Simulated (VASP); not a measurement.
The system is WSe2.

```
W Se
1.0
     3.31993    0.00000    0.00000
    -1.65997    2.87515    0.00000
     0.00000    0.00000   13.73719
W Se
2 4
Cartesian
  1.6600 0.9584 10.3029
  0.0000 1.9168 3.4343
  0.0000 1.9168 11.9651
  1.6600 0.9584 5.0965
  0.0000 1.9168 8.6407
  1.6600 0.9584 1.7721
```

The cell is a database's computed one.

```yaml
Program: VASP 6.6.1
Task: relaxation of cell and atoms
Functional: PBE
Dispersion: D3(BJ)
Potentials_or_basis: VASP PAW PBE potentials, release 64 (W_sv, Se)
Cutoff: 600 eV
k_mesh: 10 × 10 × 3
Occupations: gaussian, width 0.02 eV
Spin: no spin polarisation
```

At the start: pressure -1.3 GPa; volume 21.85 Å³/atom.

**Question.** Where does the relaxation end?

**Answer.** Over 18 steps the energy falls by 21.3 meV/atom and the volume is 19.87 Å³/atom (-9.1 %); space group P6_3/mmc (No. 194, to 0.05 Å).

Step by step:
| step | energy change (eV) | largest force (eV/Å) | pressure (GPa) | volume (Å³) |
| --- | --- | --- | --- | --- |
| 1 | 0.0000 | 0.2966 | -1.32 | 131.13 |
| 2 | -0.0298 | 0.3390 | 0.71 | 127.72 |
| 3 | -0.0298 | 0.3391 | 0.72 | 127.68 |
| 4 | -0.0373 | 0.1168 | -1.33 | 127.68 |
| 5 | -0.0401 | 0.0371 | -0.63 | 127.68 |
| 6 | -0.0600 | 0.0388 | -0.59 | 126.38 |
| 7 | -0.1090 | 0.0515 | -0.20 | 122.50 |
| 8 | -0.0839 | 0.0400 | 1.97 | 114.70 |
| 9 | -0.1239 | 0.1371 | 0.62 | 119.99 |
| 10 | -0.1254 | 0.1309 | 0.92 | 118.61 |
| 11 | -0.1000 | 0.4403 | -2.46 | 119.08 |
| 12 | -0.1272 | 0.0135 | 0.22 | 118.71 |
| 13 | -0.1272 | 0.0107 | 0.20 | 118.71 |
| 14 | -0.1277 | 0.0079 | 0.02 | 119.11 |
| 15 | -0.1278 | 0.0120 | -0.03 | 119.21 |
| 16 | -0.1278 | 0.0091 | 0.06 | 119.25 |
| 17 | -0.1278 | 0.0012 | 0.04 | 119.24 |
| 18 | -0.1278 | 0.0012 | 0.02 | 119.23 |

Final structure:
```
W Se
1.0
     3.28048    0.00000    0.00000
    -1.64024    2.84098    0.00000
     0.00000    0.00000   12.79343
W Se
2 4
Direct
  0.66667 0.33333 0.75000
  0.33333 0.66667 0.25000
  0.33333 0.66667 0.88182
  0.66667 0.33333 0.38182
  0.33333 0.66667 0.61818
  0.66667 0.33333 0.11818
```
